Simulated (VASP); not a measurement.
# Sn7MoO16 (a cell with a defect) in VASP: notebook, part 2 of 2

VASP 6.6.1. The steps go on from the part before.

## 3. Single point, PBEsol+U, collinear spin, ferromagnetic start

File INCAR:

```
PREC     = Accurate       # precision mode
ENCUT    = 450            # plane-wave cutoff, eV
EDIFF    = 1E-5           # SCF threshold, eV
ISMEAR   = 0              # smearing method
SIGMA    = 0.03           # smearing width, eV
LREAL    = Auto         
LASPH    = T              # aspherical terms in the spheres
NELM     = 120            # most SCF steps
ALGO     = Normal         # electronic algorithm
ISIF     = 2              # what is computed and relaxed
LWAVE    = F              # write WAVECAR
LCHARG   = F              # write CHGCAR
ISPIN    = 2              # spin polarisation
MAGMOM   = 2 0 0 0 0 0 0 0 0 0 0 0 0 0 0 0 0 0 0 0 0 0 0 0 # initial moments
LORBIT   = 11             # projections on sites
NUPDOWN  = 2              # fixed moment
LMAXMIX  = 4              # l up to which the mixer works
LDAU     = T              # DFT+U
LDAUTYPE = 2            
LDAUL    = 2 -1 -1        # shell
LDAUU    = 2 0 0          # U, eV
LDAUJ    = 0 0 0        
LDAUPRINT= 1            
GGA      = PS             # functional
ISYM     = 0
```

File KPOINTS:

```
Automatic mesh
0
Gamma
  4 4 3
```

File POSCAR:

```
Sn7MoO16                                
1.0
    9.4747000000      0.0000000000      0.0000000000
    4.7373500000      4.7373500000      0.0000000000
    4.7373500000      0.0000000000      6.3728000000
  Mo              Sn              O             
     1     7    16
Direct
     0.9979259055023969    0.0016605093627264    0.0002051026352050
     0.2467399933660438    0.0024702825600186    0.5014623381863150
     0.4979458258825663    0.0019342832601621    0.0002129180446996
     0.7488850432538859    0.0013040638707161    0.4990639988381569
     0.8725296090967104    0.5018360282427389    0.2503132734401857
     0.1233205199057400    0.5015673485549892    0.7497895791105381
     0.3736922689508976    0.5017425350109803    0.2491674517522591
     0.6223269784201018    0.5024059017977858    0.7508523208883849
     0.9982729527306247    0.3005915387483593    0.0001019629236289
     0.2487791602784226    0.3069900738194369    0.4996870663190968
     0.4984414750385383    0.3065584079076564    0.9999288770172722
     0.7483115839181921    0.3069362216899487    0.5004147781013989
     0.5675908248995195    0.8064134103154921    0.2499522470330664
     0.8176776644656009    0.8056314632280017    0.7507156150501882
     0.0680975049070434    0.8085592469471379    0.2455769880016375
     0.3133729901584818    0.8085895675965631    0.7543010380974062
     0.9974808739897759    0.7027675675691680    0.0000958677008965
     0.2470733169128099    0.6971387349684024    0.4999543489729567
     0.4976775869657368    0.6971545962669818    0.0000948527066220
     0.7481147750914316    0.6959063753477847    0.5000451105408578
     0.1780801157276670    0.1976552755997837    0.2495030317732854
     0.4280289085335995    0.1964101613098626    0.7506293064150753
     0.6822981818983564    0.1946363059729080    0.2462602514461722
     0.9278189401058480    0.1953121000524026    0.7548106750046996
```

Potentials or basis: VASP PAW PBE potentials, release 64 (Mo_sv, Sn_d, O).

Run with:

```
cat potpaw_PBE.64/Mo_sv/POTCAR potpaw_PBE.64/Sn_d/POTCAR potpaw_PBE.64/O/POTCAR > POTCAR
mpirun -np 1 vasp_std > vasp.out
```

OUTCAR:

```text
PREC = Accurate
   ENCUT = 450
   EDIFF = 1E-5
   ISMEAR = 0
   LREAL = Auto
   LASPH = T
   NELM = 120
   ISIF = 2
   ISPIN = 2
   LORBIT = 11
   NUPDOWN = 2
   GGA = PS
   ISYM = 0

 ion  position               nearest neighbor table
   1  0.998  0.002  0.000-   9 2.00  17 2.01  24 2.03  15 2.03  16 2.03  23 2.03   2 3.18   4 3.18

   2  0.247  0.002  0.501-  10 2.05  18 2.05  24 2.07  16 2.07  13 2.07  21 2.07   1 3.18   3 3.19
                             6 3.70   6 3.71   8 3.71   8 3.71   5 3.71   5 3.71   7 3.72   7 3.72
   3  0.498  0.002  0.000-  11 2.04  19 2.04  13 2.06  22 2.06  21 2.06  14 2.06   4 3.19   2 3.19
                             7 3.71   8 3.71   7 3.71   5 3.71   8 3.71   6 3.71   6 3.71   5 3.71
   4  0.749  0.001  0.499-  20 2.05  12 2.05  23 2.07  14 2.07  15 2.07  22 2.07   1 3.18   3 3.19
                             5 3.70   5 3.71   7 3.71   7 3.71   6 3.71   8 3.71   6 3.71   8 3.72
   5  0.873  0.502  0.250-  13 2.04  21 2.04  12 2.06  20 2.06   9 2.09  17 2.09   6 3.19   8 3.19
                             4 3.70   4 3.71   3 3.71   2 3.71   3 3.71   2 3.71
   6  0.123  0.502  0.750-  22 2.04  14 2.04  18 2.06  10 2.06  17 2.09   9 2.09   5 3.19   7 3.19
                             2 3.70   2 3.71   3 3.71   4 3.71   3 3.71   4 3.71
   7  0.374  0.502  0.249-  19 2.06  11 2.06  23 2.06  15 2.06  10 2.06  18 2.06   8 3.18   6 3.19
                             3 3.71   3 3.71   4 3.71   4 3.71   2 3.72   2 3.72
   8  0.622  0.502  0.751-  19 2.06  11 2.06  16 2.06  20 2.06  24 2.06  12 2.06   7 3.18   5 3.19
                             2 3.71   3 3.71   3 3.71   2 3.71   4 3.71   4 3.72
   9  0.998  0.301  0.000-   1 2.00   5 2.09   6 2.09
  10  0.249  0.307  0.500-   2 2.05   6 2.06   7 2.06
  11  0.498  0.307  1.000-   3 2.04   8 2.06   7 2.06
  12  0.748  0.307  0.500-   4 2.05   5 2.06   8 2.06
  13  0.568  0.806  0.250-   5 2.04   3 2.06   2 2.07
  14  0.818  0.806  0.751-   6 2.04   3 2.06   4 2.07
[... 8 lines left out ...]
  23  0.682  0.195  0.246-   1 2.03   7 2.06   4 2.07
  24  0.928  0.195  0.755-   1 2.03   8 2.06   2 2.07

IMPORTANT INFORMATION: All symmetrisations will be switched off!
NOSYMM: (Re-)initialisation of all symmetry stuff for point group C_1.

----------------------------------------------------------------------------------------

                                     Primitive cell

  volume of cell :     286.0429

  direct lattice vectors                    reciprocal lattice vectors
     9.474700000  0.000000000  0.000000000     0.105544239 -0.105544239 -0.078458448
[... 199 lines left out ...]
spin component  1

  0.5434 -0.0002  0.2445  0.0001  0.0006
 -0.0002  0.6081 -0.0007  0.2617 -0.0069
  0.2445 -0.0007  0.6680  0.0007  0.0003
  0.0001  0.2617  0.0007  0.6104 -0.0069
  0.0006 -0.0069  0.0003 -0.0069  0.2091

spin component  2

  0.2414  0.0004 -0.1157 -0.0003  0.0003
  0.0004  0.2238  0.0001 -0.0928  0.0004
 -0.1157  0.0001  0.1576 -0.0001 -0.0003
 -0.0003 -0.0928 -0.0001  0.2230  0.0004
  0.0003  0.0004 -0.0003  0.0004  0.1585

 occupancies and eigenvectors

  o =  0.0765  v =  0.0000  0.0000  0.0000  0.0000  0.0000 -0.5741  0.0013 -0.8188 -0.0010 -0.0009      0.0000  0.0000  0.0000  0.0000  0.0000  0.0000  0.0000  0.0000  0.0000  0.0000
  o =  0.1306  v =  0.0000  0.0000  0.0000  0.0000  0.0000  0.0000 -0.7054 -0.0002 -0.7085  0.0212      0.0000  0.0000  0.0000  0.0000  0.0000  0.0000  0.0000  0.0000  0.0000  0.0000
  o =  0.1585  v =  0.0000  0.0000  0.0000  0.0000  0.0000  0.0023 -0.0148 -0.0005 -0.0151 -0.9998      0.0000  0.0000  0.0000  0.0000  0.0000  0.0000  0.0000  0.0000  0.0000  0.0000
  o =  0.2090  v = -0.0022  0.0103  0.0005  0.0106  0.9999  0.0000  0.0000  0.0000  0.0000  0.0000      0.0000  0.0000  0.0000  0.0000  0.0000  0.0000  0.0000  0.0000  0.0000  0.0000
  o =  0.3161  v =  0.0000  0.0000  0.0000  0.0000  0.0000  0.0457 -0.7075 -0.0340  0.7044 -0.0000      0.0000  0.0000  0.0000  0.0000  0.0000  0.0000  0.0000  0.0000  0.0000  0.0000
  o =  0.3226  v =  0.0000  0.0000  0.0000  0.0000  0.0000 -0.8175 -0.0405  0.5731  0.0400 -0.0022      0.0000  0.0000  0.0000  0.0000  0.0000  0.0000  0.0000  0.0000  0.0000  0.0000
  o =  0.3475  v =  0.0559 -0.7068 -0.0456  0.7037 -0.0000  0.0000  0.0000  0.0000  0.0000  0.0000      0.0000  0.0000  0.0000  0.0000  0.0000  0.0000  0.0000  0.0000  0.0000  0.0000
  o =  0.3534  v =  0.7876  0.0512 -0.6120 -0.0508  0.0020  0.0000  0.0000  0.0000  0.0000  0.0000      0.0000  0.0000  0.0000  0.0000  0.0000  0.0000  0.0000  0.0000  0.0000  0.0000
  o =  0.8581  v = -0.6137  0.0004 -0.7896 -0.0021 -0.0009  0.0000  0.0000  0.0000  0.0000  0.0000      0.0000  0.0000  0.0000  0.0000  0.0000  0.0000  0.0000  0.0000  0.0000  0.0000
  o =  0.8712  v =  0.0008 -0.7055  0.0009 -0.7086  0.0147  0.0000  0.0000  0.0000  0.0000  0.0000      0.0000  0.0000  0.0000  0.0000  0.0000  0.0000  0.0000  0.0000  0.0000  0.0000

 number of electron     208.0000016 magnetization       2.0000000

 Free energy of the ion-electron system (eV)
  ---------------------------------------------------
  ext. energy  EPLUGINS =         0.00000000
  ---------------------------------------------------
  free energy    TOTEN  =      -164.37833852 eV

  energy without entropy =     -164.37770803  energy(sigma->0) =     -164.37802328

 E-fermi :   6.0752     XC(G=0): -11.5477

 val. band max:        7.7928056717   @ k =  -0.2500   0.0000   0.3333
 cond. band min:       7.4893706059   @ k =   0.0000   0.0000   0.0000
 fundamental gap:     -0.3034350658
 Fermi energy:         7.8057875629

 spin component 1

 k-point     1 :       0.0000    0.0000    0.0000
  band No.  band energies     occupation
      1     -54.8929      1.00000
      2     -29.1611      1.00000
      3     -29.1465      1.00000
      4     -28.9785      1.00000
      5     -15.0913      1.00000
      6     -14.8749      1.00000
[... 2845 lines left out ...]
    115      12.6571      0.00000
    116      13.1259      0.00000

 [... further k-points ...]

 spin component 2

 k-point     1 :       0.0000    0.0000    0.0000
  band No.  band energies     occupation
      1     -53.7811      1.00000
      2     -28.1188      1.00000
      3     -28.0367      1.00000
      4     -27.5257      1.00000
      5     -15.0842      1.00000
      6     -14.8683      1.00000
[... 2573 lines left out ...]
     81       3.4869      1.00000
     82       3.6070      1.00000
     83       3
```

stdout:

```text
POSCAR found type information on POSCAR MoSnO
 POSCAR found :  3 types and      24 ions
 scaLAPACK will be used
 -----------------------------------------------------------------------------
|                                                                             |
|                                                                             |
|     You enforced a specific xc type in the INCAR file but a different       |
[... 22 lines left out ...]
 -----------------------------------------------------------------------------

 POSCAR, INCAR and KPOINTS ok, starting setup
 FFT: planning ... GRIDC
 FFT: planning ... GRID_SOFT
 FFT: planning ... GRID
 WAVECAR not read
 entering main loop
```

Run time: 72 min. Hardware: 1 thread of Intel Xeon Platinum 8488C (Sapphire Rapids), shared host; peak memory 1.2 GiB.

What came out:

```
Free energy                                           : -164.3783 eV
Largest force                                         : 0.069 eV/Å
Net moment                                            : 2.00 μB per cell
Site moments                                          : Mo +1.66; Sn +0.03, +0.00, +0.02, +0.01; O -0.01, +0.01, +0.00 μB
Valence electrons inside the program's atomic spheres : Mo 12.16; Sn 12.37, 12.40, 12.38; O 5.05, 5.06, 5.07
```

Forces on the atoms (eV/Å):
```
Mo  -0.005  0.001  0.010
Sn   0.002 -0.007  0.015
Sn  -0.007  0.001 -0.001
Sn  -0.003  0.006 -0.039
Sn   0.005 -0.003 -0.040
Sn   0.000 -0.002  0.038
Sn  -0.010 -0.008  0.008
Sn  -0.005 -0.014 -0.001
O    0.048  0.050 -0.003
O   -0.004  0.004  0.010
O    0.004 -0.001  0.004
O    0.003  0.000  0.007
O    0.000  0.012 -0.009
O    0.001  0.020  0.009
O    0.017 -0.018  0.038
O    0.041 -0.027 -0.047
O   -0.042 -0.038  0.002
O   -0.001 -0.005  0.004
O   -0.002  0.004  0.002
O   -0.011  0.003  0.007
O    0.016 -0.025  0.000
O    0.012 -0.003 -0.003
O   -0.023  0.026  0.030
O   -0.036  0.024 -0.040
```

Eigenvalues of the final occupation matrices:
```csv
site,spin,trace,eigenvalues
site 1 d,1,2.64,0.21 0.35 0.35 0.86 0.87
site 1 d,2,1.00,0.08 0.13 0.16 0.32 0.32
```

Caveat: the PAW data sets were made with another functional, which shifts forces and pressure a little; the total moment is fixed, so each spin has its own Fermi level. The state reached can hang on the start; a lower one may exist.

## 4. Single point, PBEsol+U, collinear spin, zero start

Changes to INCAR since step 3:

```diff
@@ -13,5 +13,5 @@
 ISPIN    = 2              # spin polarisation
-MAGMOM   = 2 0 0 0 0 0 0 0 0 0 0 0 0 0 0 0 0 0 0 0 0 0 0 0 # initial moments
+MAGMOM   = 0 0 0 0 0 0 0 0 0 0 0 0 0 0 0 0 0 0 0 0 0 0 0 0 # initial moments
 LORBIT   = 11             # projections on sites
-NUPDOWN  = 2              # fixed moment
+NUPDOWN  = 0              # fixed moment
 LMAXMIX  = 4              # l up to which the mixer works
```

File KPOINTS:

```
Automatic mesh
0
Gamma
  3 3 2
```

POSCAR is that of step 3.

Run with:

```
cat potpaw_PBE.64/Mo_sv/POTCAR potpaw_PBE.64/Sn_d/POTCAR potpaw_PBE.64/O/POTCAR > POTCAR
mpirun -np 1 vasp_std > vasp.out
```

Wall time 30 min (1 thread of Intel Xeon Platinum 8488C (Sapphire Rapids), shared host); peak memory 0.79 GiB.

The run converged. Its results:

```yaml
Free_energy: -163.9764 eV
Largest_force: 0.628 eV/Å
Net_moment: 0.00 μB per cell
Valence_electrons_inside_the_program's_atomic_spheres: Mo 12.16; Sn 12.39, 12.41, 12.37; O 5.05, 5.07, 5.06, 5.04
```

Forces in eV/Å, atoms in the order of the input:
```
Mo  -0.004  0.000  0.010
Sn  -0.006  0.000 -0.088
Sn  -0.007  0.001 -0.001
Sn   0.006 -0.001  0.063
Sn   0.009 -0.007  0.416
Sn  -0.003  0.002 -0.417
Sn  -0.019  0.001 -0.122
Sn   0.004 -0.024  0.129
O   -0.393 -0.391 -0.002
O    0.034  0.037  0.102
O   -0.044 -0.048  0.004
O    0.037  0.037 -0.088
O    0.136 -0.124 -0.123
O    0.134 -0.114  0.124
O   -0.365  0.368 -0.293
O   -0.359  0.376  0.319
O    0.399  0.402  0.001
O   -0.035 -0.044  0.099
O    0.045  0.052  0.003
O   -0.048 -0.029 -0.086
O   -0.117  0.108 -0.115
O   -0.125  0.133  0.110
O    0.377 -0.375 -0.335
O    0.344 -0.361  0.293
```

Eigenvalues of the final occupation matrices:
| site | spin | trace | eigenvalues |
| --- | --- | --- | --- |
| site 1 d | 1 | 1.82 | 0.18 0.19 0.32 0.35 0.78 |
| site 1 d | 2 | 1.82 | 0.18 0.19 0.32 0.35 0.78 |

Caveat: the k mesh is coarse (spacing up to 0.49 Å⁻¹), so the values aren't converged; the PAW data sets were made with another functional, which shifts forces and pressure a little; the total moment is fixed, so each spin has its own Fermi level. The state reached can hang on the start; a lower one may exist.

## 5. Overview

| spin | U | fixed moment (μB) | k mesh | mesh quality | moment (μB) | largest force (eV/Å) |
| --- | --- | --- | --- | --- | --- | --- |
| collinear, ferromagnetic start | Mo d U = 4 eV | 2 | 3 × 3 × 2 | coarse | 2.00 | 0.38 |
| collinear, ferromagnetic start | Mo d U = 2 eV | 2 | 4 × 4 × 3 | not flagged | 2.00 | 0.07 |
| collinear, zero start | Mo d U = 2 eV | 0 | 3 × 3 × 2 | coarse | 0.00 | 0.63 |

Alike in all rows: task single point; level PBEsol+U; potentials or basis VASP PAW PBE potentials, release 64 (Mo_sv, Sn_d, O); cell as given; cutoff (eV) 450; smearing gaussian 0.03 eV.

Caveats: some runs use coarse meshes; the PAW data sets were made with another functional, which shifts forces and pressure a little; the total moment is fixed, so each spin has its own Fermi level.

Total energies depend on the potentials used, so only differences within one code and one set of settings carry meaning.
